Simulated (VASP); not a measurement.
Given:

```yaml
crystal:
  lattice:
    - [4.40817, -2.44931, -0.00171]
    - [4.40817, 2.44931, -0.00171]
    - [3.04881, 0.00000, 4.01694]
  atoms:
    - { symbol: B, position: [0.00996, 0.65431, 0.00996] }
    - { symbol: B, position: [0.00996, 0.00996, 0.65431] }
    - { symbol: B, position: [0.65431, 0.00996, 0.00996] }
    - { symbol: B, position: [0.99004, 0.34569, 0.99004] }
    - { symbol: B, position: [0.99004, 0.99004, 0.34569] }
    - { symbol: B, position: [0.34569, 0.99004, 0.99004] }
    - { symbol: B, position: [0.22054, 0.63167, 0.22054] }
    - { symbol: B, position: [0.22054, 0.22054, 0.63167] }
    - { symbol: B, position: [0.63167, 0.22054, 0.22054] }
    - { symbol: B, position: [0.77946, 0.36833, 0.77946] }
    - { symbol: B, position: [0.77946, 0.77946, 0.36833] }
    - { symbol: B, position: [0.36833, 0.77946, 0.77946] }
```

These are r2SCAN meta-GGA, VASP's PBE PAW potentials (set 64) (plane waves; VASP) values and carry that method's errors. Numerical set-up: 520 eV cut-off, 6×6×6 Γ-centred mesh, tetrahedra with Blöchl corrections, potentials B.

The cores are frozen, which limits the accuracy of field gradients.

Problem. Give the principal components of the electric field gradient (V/Å²) and the asymmetry η at each nucleus.

Solution. 
| atom | Vxx | Vyy | Vzz | η |
|---|---|---|---|---|
| B1 | 10.2 | 6.9 | -17.2 | 0.19 |
| B2 | 10.2 | 6.9 | -17.2 | 0.19 |
| B3 | 10.2 | 6.9 | -17.2 | 0.19 |
| B4 | 10.2 | 6.9 | -17.2 | 0.19 |
| B5 | 10.2 | 6.9 | -17.2 | 0.19 |
| B6 | 10.2 | 6.9 | -17.2 | 0.19 |
| B7 | -6.1 | -2.8 | 8.9 | 0.37 |
| B8 | -6.1 | -2.8 | 8.9 | 0.37 |
| B9 | -6.1 | -2.8 | 8.9 | 0.37 |
| B10 | -6.1 | -2.8 | 8.9 | 0.37 |
| B11 | -6.1 | -2.8 | 8.9 | 0.37 |
| B12 | -6.1 | -2.8 | 8.9 | 0.37 |

The compound is B in the alpha structure. It was relaxed first.
